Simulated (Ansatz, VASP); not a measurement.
# Cross-check of H19C13O12 (amorphous polycarbonate of ethylene at 300 K) between VASP and Ansatz

Wanted: the spread between two codes on one cell, functional and k mesh. The structure shown is the start of the Ansatz relaxation below; VASP solves that cell, so the two are compared at the walk's first step.

Calculated with Ansatz 0.2.0; plane waves, with VASP 6.6.1 beside it; single point at PBE with D3(BJ).

### 1. Set-up

The cell holds 176 atoms: 52 C, 48 O and 76 H. Its edges and angles: a = 11.729 Å, b = 11.729 Å, c = 11.729 Å, α = 90.0°, β = 90.0°, γ = 90.0°. As first built, before any earlier steps moved the atoms (in the runner's words): 2 polycarbonate of ethylene chains of 8 units placed at random, at 1.51 g/cm^3; overlaps pushed apart, then 20 ps at 800 K with MMFF94 bonds, angles, torsions, charges and radii (Halgren, J. Comput. Chem. 17, 490 (1996)) in harmonic and 12-6 forms; charges of ions scaled by 0.8. Snapshot after 30 ps at 300 K and fixed volume. The cell carries charge −1.

### 2. Ansatz: relaxation, PBE with D3(BJ)

Ansatz runs on its default PAW (the set named soft_2) files.

The two programs are compared at the cell with which this relaxation starts, whose forces are those of its first step.

Input file input.yaml:

```yaml
crystal:
  lattice:
    - [11.72878, 0.0, 0.0]
    - [0.0, 11.72878, 0.0]
    - [0.0, 0.0, 11.72878]
  atoms:
    - { symbol: C, position: [0.08156, 0.52236, 0.98334] }
    - { symbol: O, position: [0.03485, 0.5973, 0.07028] }
    - { symbol: C, position: [0.10948, 0.63683, 0.14795] }
    - { symbol: O, position: [0.2119, 0.62305, 0.14729] }
    - { symbol: O, position: [0.0501, 0.69364, 0.22778] }
    - { symbol: C, position: [0.11706, 0.74595, 0.31746] }
    - { symbol: C, position: [0.04225, 0.75742, 0.42124] }
    - { symbol: O, position: [0.03703, 0.64732, 0.47589] }
    - { symbol: C, position: [0.95151, 0.63073, 0.54971] }
    - { symbol: O, position: [0.87607, 0.69795, 0.57361] }
    - { symbol: O, position: [0.96488, 0.525, 0.59147] }
    - { symbol: C, position: [0.88521, 0.49196, 0.67874] }
    - { symbol: C, position: [0.76705, 0.4642, 0.63178] }
    - { symbol: O, position: [0.73261, 0.34577, 0.63771] }
    - { symbol: C, position: [0.78896, 0.27182, 0.56998] }
    - { symbol: O, position: [0.88114, 0.28706, 0.52582] }
    - { symbol: O, position: [0.72134, 0.17968, 0.55905] }
    - { symbol: C, position: [0.76244, 0.08962, 0.48556] }
    - { symbol: C, position: [0.81062, 0.98994, 0.55104] }
    - { symbol: O, position: [0.92645, 0.01132, 0.58736] }
    - { symbol: C, position: [0.93574, 0.06244, 0.68953] }
    - { symbol: O, position: [0.85803, 0.08609, 0.75399] }
    - { symbol: O, position: [0.04639, 0.08318, 0.70858] }
    - { symbol: C, position: [0.06425, 0.14485, 0.81349] }
    - { symbol: C, position: [0.18835, 0.17359, 0.82545] }
    - { symbol: O, position: [0.2342, 0.23189, 0.7269] }
    - { symbol: C, position: [0.20182, 0.34087, 0.71496] }
    - { symbol: O, position: [0.13854, 0.39331, 0.77827] }
    - { symbol: O, position: [0.25306, 0.38058, 0.62054] }
    - { symbol: C, position: [0.23609, 0.5002, 0.59617] }
[... 140 atom lines left out ...]
    - { symbol: H, position: [0.16441, 0.40869, 0.17254] }
    - { symbol: H, position: [0.10787, 0.49791, 0.37019] }
    - { symbol: H, position: [0.09314, 0.35592, 0.41821] }
    - { symbol: H, position: [0.96088, 0.47101, 0.22394] }
    - { symbol: H, position: [0.94862, 0.32396, 0.25845] }
    - { symbol: H, position: [0.90649, 0.42843, 0.35849] }
total_charge: -1
kpoints:
  mp_grid: { grid: [1, 1, 1] }
hamiltonian:
  xc: pbe
  dispersion: d3bj
scf:
  occupations: { method: fermi_dirac, width: 0.01 }
  lower_state_search: "off"
output:
  forces: true
magnetization:
  spin_polarized: true
  initial_magnetization: 1
relax:
  f_tol: 0.05
  max_steps: 90
```

The run is started by

```console
$ ansatz run input.yaml --threads 4 --pin off --max-ram 8192MiB --backend cpu --events-out ev --progress --plain --runs-dir out
```

Numbers of over 12 decimals in the logs are rounded to 6 here.

The log of the run:

```text
Engine: ansatz 0.2.0, x86_64-unknown-linux-gnu
Pseudopotentials: kind: paw
Pseudopotential: C, paw, valence charge 4, recommended cutoff 420 eV (normal), C.paw.azcp
Pseudopotential: O, paw, valence charge 6, recommended cutoff 420 eV (normal), O.paw.azcp
Pseudopotential: H, paw, valence charge 1, recommended cutoff 420 eV (normal), H.paw.azcp
Functional definition: PBE
  parameter kappa = 0.804
  parameter beta = 0.066725
  exchange = pbe_x(kappa = kappa, mu = beta*pi^2/3)
  correlation = pbe_c(beta = beta)
Crystal: 176 atoms, lattice volume = 1613.461 Å³
Basis set: ecut = 420 eV, 31463 PW (Γ), exchange–correlation on 160×160×160 points (8 copies of the dense FFT grid, shifted against one another)
Bands: 463, of which v1, the nominal top of the filled ones, is band 287 counted from 1 (286 counted from 0)
Symmetry: 1 space group operations
Space group: P1 (ITA 1), of the structure as read, at distance tolerance 1.2e-4 Å
Magnetic group: BNS 1.1 (UNI 1), of the structure as read, at distance tolerance 1.2e-4 Å
k-points: 1
Non-local potential: C, projectors of the file, l = 0: 2, l = 1: 2, l = 2: 1
Non-local potential: O, projectors of the file, l = 0: 2, l = 1: 2, l = 2: 1
Non-local potential: H, projectors of the file, l = 0: 2, l = 1: 1
PAW form: soft (Blöchl's): semilocal exchange-correlation on the pseudo side does not see the compensation charge
PAW one-centre angular grid: C, 110 points (default); XC on 64 Gauss nodes
PAW one-centre angular grid: O, 110 points (default); XC on 64 Gauss nodes
PAW one-centre angular grid: H, 110 points (default); XC on 64 Gauss nodes
Initial density: superposition of atomic densities (chi_scale 0.1, normalization cell, long waves kept (reshape's long-wave potential 0.99 eV rms))
Starting moments: Σ|m| = 1 μB on 176 of 176 sites
Initial wavefunctions: pseudopotential atomic-orbital guess
Functional: x = pbe(κ = 0.804, μ = 0.219515), c = pbe(β = 0.066725)
SCF iter   1: F=—  HF=-41565.819209 eV  |F-HF|=—  |Δ(HF+E_count)|=         —  Δρ=6.35e-2 (↑6.33e-2 ↓6.35e-2)  dr2=2.71e2  dr2_m=1.95e-2  M=1.000 μB ∫|m|=1.015 μB  β_m=1.00  ethr=3.10e-3  ⟨swp⟩=6.0  Hψ=3634  notcnv=0  defer=234
preconditioner: auto → Resta (q_TF=auto, 2.296 Å⁻¹)  ε∞=2.8  [insulator: Δε(μ)=0.172 eV  Ē_g=14.925 eV  σ=0.010 eV  W_gap=1.00  n_scr=340 (ndim 8)  ℏωp=20.1 eV  f_vac=0.070  D(μ)=0.04/eV (n_scr^D=0)  ε∞_Penn≈2.8]
spin=Collinear: Resta preconditioning applied to the charge; magnetization (m = ρ↑ − ρ↓) channel mixes plain (no charge-response kernel on spin).
SCF iter   2: F=—  HF=-41509.985309 eV  |F-HF|=—  |Δ(HF+E_count)|=         —  Δρ=4.04e-2 (↑4.03e-2 ↓4.04e-2)  dr2=9.86e1  dr2_m=2.07e-3  M=0.999 μB ∫|m|=1.035 μB  β_m=0.30  ethr=3.10e-3  ⟨swp⟩=3.0  Hψ=1604  notcnv=0  defer=338
Mixer restart at iter 2: flushing history
SCF iter   3: F=—  HF=-41490.529822 eV  |F-HF|=—  |Δ(HF+E_count)|=    1.95e1  Δρ=2.77e-2 (↑2.77e-2 ↓2.76e-2)  dr2=4.29e1  dr2_m=5.21e-3  M=0.958 μB ∫|m|=1.049 μB  β_m=0.30  ethr=3.10e-3  ⟨swp⟩=4.0  Hψ=1884  notcnv=0  defer=320
SCF iter   4: F=—  HF=-41476.217495 eV  |F-HF|=—  |Δ(HF+E_count)|=    1.43e1  Δρ=8.64e-3 (↑8.64e-3 ↓8.35e-3)  dr2=3.32e0  dr2_m=1.39e-2  M=0.897 μB ∫|m|=0.935 μB  β_m=0.30  ethr=3.10e-3  ⟨swp⟩=4.0  Hψ=2220  notcnv=0  defer=321
SCF iter   5: F=—  HF=-41475.638196 eV  |F-HF|=—  |Δ(HF+E_count)|=   5.79e-1  Δρ=3.77e-3 (↑3.77e-3 ↓3.38e-3)  dr2=6.88e-1  dr2_m=8.77e-3  M=0.818 μB ∫|m|=0.895 μB  β_m=0.30  ethr=5.79e-4  ⟨swp⟩=5.0  Hψ=1127  notcnv=0  defer=317
SCF iter   6: F=—  HF=-41475.665055 eV  |F-HF|=—  |Δ(HF+E_count)|=   2.69e-2  Δρ=1.67e-3 (↑1.67e-3 ↓1.60e-3)  dr2=1.58e-1  dr2_m=3.65e-3  M=0.919 μB ∫|m|=0.958 μB  β_m=0.30  ethr=1.20e-4  ⟨swp⟩=5.0  Hψ=1369  notcnv=0  defer=314
SCF iter   7: F=—  HF=-41475.702971 eV  |F-HF|=—  |Δ(HF+E_count)|=   3.79e-2  Δρ=1.21e-3 (↑1.21e-3 ↓1.11e-3)  dr2=6.55e-2  dr2_m=3.28e-3  M=0.935 μB ∫|m|=0.970 μB  β_m=0.30  ethr=2.76e-5  ⟨swp⟩=3.5  Hψ=660  notcnv=0  defer=314
SCF iter   8: F=—  HF=-41475.735560 eV  |F-HF|=—  |Δ(HF+E_count)|=   3.26e-2  Δρ=7.13e-4 (↑7.13e-4 ↓5.86e-4)  dr2=1.97e-2  dr2_m=2.19e-3  M=0.946 μB ∫|m|=0.981 μB  β_m=0.30  ethr=1.14e-5  ⟨swp⟩=4.0  Hψ=1104  notcnv=0  defer=314
SCF iter   9: F=—  HF=-41475.749635 eV  |F-HF|=—  |Δ(HF+E_count)|=   1.41e-2  Δρ=4.90e-4 (↑4.90e-4 ↓3.20e-4)  dr2=6.14e-3  dr2_m=1.53e-3  M=0.944 μB ∫|m|=0.979 μB  β_m=0.30  ethr=3.44e-6  ⟨swp⟩=3.0  Hψ=1250  notcnv=0  defer=314
Mixer restart at iter 9: flushing history
spin-set hold released at iteration 9 (site moments contracting): the magnetisation degrees of freedom join the quasi-Newton model from the next iteration; the mixer history was flushed
SCF iter  10: F=—  HF=-41475.752332 eV  |F-HF|=—  |Δ(HF+E_count)|=   2.70e-3  Δρ=3.70e-4 (↑3.70e-4 ↓2.51e-4)  dr2=3.80e-3  dr2_m=9.38e-4  M=0.948 μB ∫|m|=0.985 μB  β_m=0.65  ethr=1.07e-6  ⟨swp⟩=2.5  Hψ=653  notcnv=0  defer=314
[...]
- { symbol: H, position: [0.242684, 0.097806, 0.816564] }
    - { symbol: H, position: [0.157160, 0.535310, 0.633742] }
    - { symbol: H, position: [0.224158, 0.515555, 0.498304] }
    - { symbol: H, position: [0.335687, 0.658549, 0.593409] }
    - { symbol: H, position: [0.416190, 0.528981, 0.603325] }
    - { symbol: H, position: [0.579719, 0.556254, 0.960835] }
    - { symbol: H, position: [0.487535, 0.448987, 0.018192] }
    - { symbol: H, position: [0.392182, 0.606246, 0.136635] }
    - { symbol: H, position: [0.533706, 0.568485, 0.175466] }
    - { symbol: H, position: [0.539785, 0.967671, 0.305046] }
    - { symbol: H, position: [0.589224, 0.057748, 0.192895] }
    - { symbol: H, position: [0.399656, 0.118460, 0.266073] }
    - { symbol: H, position: [0.342522, 0.979718, 0.230410] }
    - { symbol: H, position: [0.547338, 0.290099, 0.930105] }
    - { symbol: H, position: [0.443079, 0.294324, 0.819404] }
    - { symbol: H, position: [0.638480, 0.212538, 0.761211] }
    - { symbol: H, position: [0.611565, 0.097608, 0.852870] }
    - { symbol: H, position: [0.426012, 0.062991, 0.738747] }
    - { symbol: H, position: [0.474288, 0.166025, 0.639457] }
    - { symbol: H, position: [0.552934, 0.037503, 0.660939] }
    - { symbol: C, position: [0.790060, 0.710512, 0.159861] }
    - { symbol: O, position: [0.746974, 0.787361, 0.244151] }
    - { symbol: C, position: [0.655900, 0.739816, 0.304306] }
    - { symbol: O, position: [0.647884, 0.635519, 0.322023] }
    - { symbol: O, position: [0.628842, 0.820952, 0.388445] }
    - { symbol: C, position: [0.544165, 0.778049, 0.465363] }
    - { symbol: C, position: [0.597180, 0.723938, 0.568920] }
    - { symbol: O, position: [0.632881, 0.815853, 0.642981] }
    - { symbol: C, position: [0.668843, 0.785391, 0.745974] }
    - { symbol: O, position: [0.674588, 0.689089, 0.784600] }
    - { symbol: O, position: [0.699760, 0.881676, 0.800440] }
    - { symbol: C, position: [0.766394, 0.862171, 0.902076] }
    - { symbol: C, position: [0.872885, 0.793681, 0.872392] }
    - { symbol: O, position: [0.968275, 0.840257, 0.935260] }
    - { symbol: C, position: [0.069666, 0.795010, 0.904777] }
    - { symbol: O, position: [0.085669, 0.734820, 0.822150] }
    - { symbol: O, position: [0.146795, 0.828355, 0.982896] }
    - { symbol: C, position: [0.260825, 0.782054, 0.965767] }
    - { symbol: C, position: [0.336514, 0.868258, 0.908077] }
    - { symbol: O, position: [0.276932, 0.916086, 0.811132] }
    - { symbol: C, position: [0.313988, 0.890845, 0.706201] }
    - { symbol: O, position: [0.392258, 0.828199, 0.680875] }
    - { symbol: O, position: [0.249072, 0.951390, 0.633683] }
    - { symbol: C, position: [0.297426, 0.972417, 0.522440] }
    - { symbol: C, position: [0.219793, 0.054944, 0.462853] }
    - { symbol: O, position: [0.126624, 0.989203, 0.415608] }
    - { symbol: C, position: [0.049943, 0.050528, 0.357354] }
    - { symbol: O, position: [0.052218, 0.152537, 0.342107] }
    - { symbol: O, position: [0.970484, 0.977583, 0.317233] }
    - { symbol: C, position: [0.890734, 0.027073, 0.237441] }
    - { symbol: C, position: [0.946780, 0.032880, 0.121066] }
    - { symbol: O, position: [0.864214, 0.081855, 0.044226] }
    - { symbol: C, position: [0.884501, 0.189722, 0.011456] }
    - { symbol: O, position: [0.973199, 0.241934, 0.024779] }
    - { symbol: O, position: [0.790813, 0.227655, 0.958430] }
    - { symbol: C, position: [0.797735, 0.343976, 0.920537] }
    - { symbol: C, position: [0.801694, 0.428961, 0.017229] }
    - { symbol: O, position: [0.700677, 0.429289, 0.086469] }
    - { symbol: C, position: [0.700898, 0.358798, 0.177369] }
    - { symbol: O, position: [0.764617, 0.278804, 0.193694] }
    - { symbol: O, position: [0.619251, 0.394625, 0.247383] }
    - { symbol: C, position: [0.609332, 0.330112, 0.350910] }
    - { symbol: C, position: [0.542939, 0.402730, 0.433956] }
    - { symbol: O, position: [0.439057, 0.444561, 0.383963] }
    - { symbol: C, position: [0.362816, 0.364618, 0.352361] }
    - { symbol: O, position: [0.362218, 0.265613, 0.384131] }
    - { symbol: O, position: [0.290898, 0.415642, 0.281301] }
    - { symbol: C, position: [0.183436, 0.359200, 0.256761] }
    - { symbol: C, position: [0.093602, 0.405084, 0.338230] }
    - { symbol: C, position: [0.973563, 0.402592, 0.289819] }
    - { symbol: H, position: [0.820184, 0.631375, 0.199394] }
    - { symbol: H, position: [0.723021, 0.690344, 0.097699] }
    - { symbol: H, position: [0.861615, 0.753929, 0.119143] }
    - { symbol: H, position: [0.493008, 0.851343, 0.491936] }
[...]
- { symbol: H, position: [0.525468, 0.354317, 0.512152] }
    - { symbol: H, position: [0.193999, 0.266698, 0.263263] }
    - { symbol: H, position: [0.165258, 0.382594, 0.168175] }
    - { symbol: H, position: [0.116419, 0.493589, 0.357634] }
    - { symbol: H, position: [0.096416, 0.357120, 0.418616] }
    - { symbol: H, position: [0.965963, 0.460264, 0.216408] }
    - { symbol: H, position: [0.949469, 0.316911, 0.262534] }
    - { symbol: H, position: [0.911824, 0.430384, 0.354275] }
```

The column dr2 measures how far the density is from self-consistency, as an energy; F and HF (Harris–Foulkes) agree once it is small.

### 3. VASP: single point, PBE with D3(BJ), start cell

The same cell, functional, mesh and smearing now go to VASP, with its own data sets.

Lines of VASP's logs that name or quote its potential files are left out, and so is its time.

Input file INCAR:

```
SYSTEM = H19C13O12
PREC = Accurate
ENCUT = 520
EDIFF = 1E-06
NELM = 200
ISMEAR = -1
SIGMA = 0.01
LREAL = Auto
ALGO = Normal
GGA = PE
IVDW = 12
NELECT = 573
NBANDS = 409
ISPIN = 2
MAGMOM = 0 -0 0 0 0 0 0 0 0 0 0 0 0 0 0 0 0 0 -0 0.07 -0 0 0 0 0 0 -0 0.06 -0 0 -0 0 0 0 0 0 0 0 0 0 0 0 0 0 0 -0 0 0 0 0 0 0 0 0 0 -0 0 0 -0 0 -0 0 0 0 0 -0 0 0 0 0 0.04 0.07 0.03 0 0 0 0.03 0.07 0.04 0 0 0 0 0 0 0 0 -0 0 0 0 0 0 0 0 -0 0 0 0 -0 -0 -0 -0 0 0 0 0 0 0 0 -0 0 0 -0 0 0 0 0 -0 0 -0 0 0 0 0 0 0 0 0 0 0 0 0 0 0 0 0 0 0 0 -0 -0 0 0 0 0 0 0 0 -0 0 0 0 0 0 -0 0 0 0 0 0 -0 0 -0 0 -0 0 0 0 0 0 -0 0 0 0 0
LORBIT = 11
LWAVE = .FALSE.
LCHARG = .FALSE.
ISIF = 2
LASPH = .TRUE.
GGA_COMPAT = .FALSE.
```

Input file POSCAR:

```
H19C13O12
1.0
   11.7287800000      0.0000000000      0.0000000000
    0.0000000000     11.7287800000      0.0000000000
    0.0000000000      0.0000000000     11.7287800000
C O H
52 48 76
Direct
    0.0815600600      0.5223561189      0.9833418309
    0.1094828277      0.6368266776      0.1479523019
    0.1170624737      0.7459514118      0.3174584228
    0.0422465082      0.7574189302      0.4212373324
    0.9515141387      0.6307305619      0.5497076422
    0.8852071571      0.4919608007      0.6787406704
    0.7670533508      0.4642000276      0.6317792643
    0.7889567372      0.2718185523      0.5699825557
    0.7624407654      0.0896171639      0.4855577477
    0.8106213946      0.9899409828      0.5510377038
    0.9357409722      0.0624361613      0.6895261059
    0.0642522070      0.1448488249      0.8134861426
    0.1883486603      0.1735900921      0.8254481711
    0.2018197971      0.3408709175      0.7149592711
    0.2360859356      0.5001969514      0.5961660122
    0.3401376784      0.5671263337      0.6285905269
    0.4291239157      0.5407126743      0.8098199472
    0.4995830768      0.5380610771      0.9991405756
    0.4818659741      0.6043083765      0.1072916365
    0.4833068742      0.7987702046      0.1630774897
    0.5133526249      0.9910834716      0.2147708457
    0.3959832139      0.0439090852      0.2040621446
    0.4355440208      0.1624465631      0.0469187759
    0.5019618409      0.2338265361      0.8691611574
    0.5725829967      0.1579703942      0.7926314587
    0.5031810640      0.1056972677      0.6962275701
    0.8015326402      0.7059813553      0.1658313993
    0.6901399805      0.7229140627      0.3304776797
    0.5469537326      0.7523970950      0.4667834165
    0.5977774329      0.7109690863      0.5763941348
[... 140 atom lines left out ...]
    0.1644075513      0.4086870075      0.1725413896
    0.1078714069      0.4979119738      0.3701919552
    0.0931384168      0.3559193710      0.4182105897
    0.9608842522      0.4710123304      0.2239363344
    0.9486238125      0.3239637882      0.2584497279
    0.9064881428      0.4284333068      0.3584857078
```

Input file KPOINTS:

```
Automatic mesh
0
Gamma
1 1 1
0 0 0
```

Potentials, in the order of the species: C, O and H (PBE family, release 64).

The run is started by

```console
$ export OMP_NUM_THREADS=3
$ mpirun -np 1 vasp_gam
```

The log of the run:

```text
[banner, memory and clock lines left out]
running    1 mpi-ranks, on    1 nodes
[...]
Offloading initialized ...    1 GPUs detected
[...]
LDA part: xc-table for (Slater+PW92), standard interpolation
 POSCAR, INCAR and KPOINTS ok, starting setup
[...]
entering main loop
       N       E                     dE             d eps       ncg     rms          rms(c)
DAV:   1     0.467920517214E+04    0.46792E+04   -0.32830E+05  1660   0.136E+03
DAV:   2    -0.677688913677E+03   -0.53569E+04   -0.51039E+04  2046   0.335E+02
DAV:   3    -0.113484516681E+04   -0.45716E+03   -0.45233E+03  2016   0.101E+02
DAV:   4    -0.114472113022E+04   -0.98760E+01   -0.98183E+01  2040   0.160E+01
DAV:   5    -0.114497191597E+04   -0.25079E+00   -0.25035E+00  2032   0.238E+00BRMIX: very serious problems
 the old and the new charge density differ
 old charge density:   572.00000 new  573.00000
    0.575E+01
DAV:   6    -0.107719921267E+04    0.67773E+02   -0.15006E+02  1920   0.199E+01    0.280E+01
DAV:   7    -0.106856086821E+04    0.86383E+01   -0.23367E+01  2008   0.827E+00    0.142E+01
DAV:   8    -0.106705450539E+04    0.15064E+01   -0.60699E+00  2048   0.470E+00    0.466E+00
DAV:   9    -0.106697970398E+04    0.74801E-01   -0.98904E-01  2064   0.228E+00    0.270E+00
[...]
DAV:  80    -0.106701845389E+04    0.57762E-05   -0.14677E-05  2000   0.643E-03    0.368E-02
DAV:  81    -0.106701842459E+04    0.29298E-04   -0.14834E-05  1856   0.868E-03    0.409E-02
DAV:  82    -0.106701842460E+04   -0.86693E-08   -0.44807E-06  1944   0.317E-03
   1 F= -.10777767E+04 E0= -.10777675E+04  d E =-.185012E-01  mag=     0.1696
```

From OUTCAR (step 3):

```text
 magnetization (x)
# of ion       s       p       d       tot
------------------------------------------
    1       -0.000   0.000   0.000   0.000
    2        0.001   0.010   0.000   0.011
    3       -0.000  -0.000   0.000  -0.001
    4       -0.000  -0.000   0.000  -0.000
    5        0.001   0.011   0.000   0.012
    6       -0.000   0.000   0.000   0.000
[...]
174       -0.000   0.000   0.000  -0.000
  175       -0.000   0.000   0.000   0.000
  176       -0.000  -0.000   0.000  -0.000
--------------------------------------------------
tot          0.007   0.089   0.000   0.096
```

The run ends at a pressure of 2.67 GPa, with forces up to 1.0 eV/Å.

### 4. Differences

Known differences besides the potentials themselves: VASP starts from the moments at which Ansatz ended; the cutoff is 420 eV in Ansatz and 520 eV in VASP (PREC = Accurate, projectors in real space). Total energies have different zeros and are not compared.

Forces on 9 of the 176 atoms, those with the largest forces and the largest differences (eV/Å; atoms numbered as in POSCAR):

| atom | Ansatz x, y, z | VASP x, y, z |
| --- | --- | --- |
| O57 | -0.090, 0.034, -0.046 | -0.468, 0.387, 0.089 |
| O60 | 0.475, -0.021, -0.057 | 0.921, 0.064, -0.292 |
| O72 | -0.436, 0.006, 0.206 | -0.694, -0.075, 0.589 |
| O75 | 0.188, 0.096, 0.078 | 0.455, 0.409, 0.360 |
| O78 | 0.147, -0.536, 0.184 | 0.112, -0.977, 0.236 |
| O81 | 0.087, -0.388, 0.143 | 0.097, -0.820, 0.344 |
| O84 | 0.072, -0.166, -0.354 | 0.119, -0.477, -0.773 |
| O87 | 0.180, -0.317, -0.122 | 0.542, -0.614, -0.261 |
| O90 | 0.004, 0.028, -0.026 | 0.037, 0.525, -0.164 |

The forces differ by 110 meV/Å r.m.s., which is 65.2 % of the r.m.s. force of 0.169 eV/Å (both taken over all components). VASP's last cycles still show a density residual of 4e-03, so its state may not be settled. Moments aren't recorded for both runs of this pair, so they may hold unlike magnetic states. The cell carries a charge of -1 e against a uniform background, so its pressure also hangs on how the neutralising background is counted, and in a defect's cell a gap may be the spacing between its levels.

### 5. Outcome

| Property | Result |
| --- | --- |
| r.m.s. force difference (single point, PBE with D3(BJ), start cell) | 110 meV/Å |

**Reading.** The r.m.s. force difference is 110 meV/Å (single point, PBE with D3(BJ), start cell), beyond the 12 meV/Å picked in this series as the mark of a large difference. What causes the difference of the single point, PBE with D3(BJ), start cell pair stays open here. 1 further run of this series is not shown here. Such differences can come from data sets, numerical settings and the points named under the comparisons, not from the functional's error against experiment.

[Lines on the potential files, build, host, timing and source positions are cut from VASP's logs without a mark.]

[Logs are printed without paths, hosts, clocks, repeated set-up lines and the standing remarks that a program may print on its own settings, such as how far it seeks lower states.]

[Hosts, paths, dates, database ids (printed as entryN), source tags and the programs' standing remarks are cut or masked in the printed files.]

[The MMFF94 radii named for the starting cell were scaled by 0.96; in molecules described by MMFF94, hydrogen bound to N, O or S took a small fixed 12-6 site in their place.]
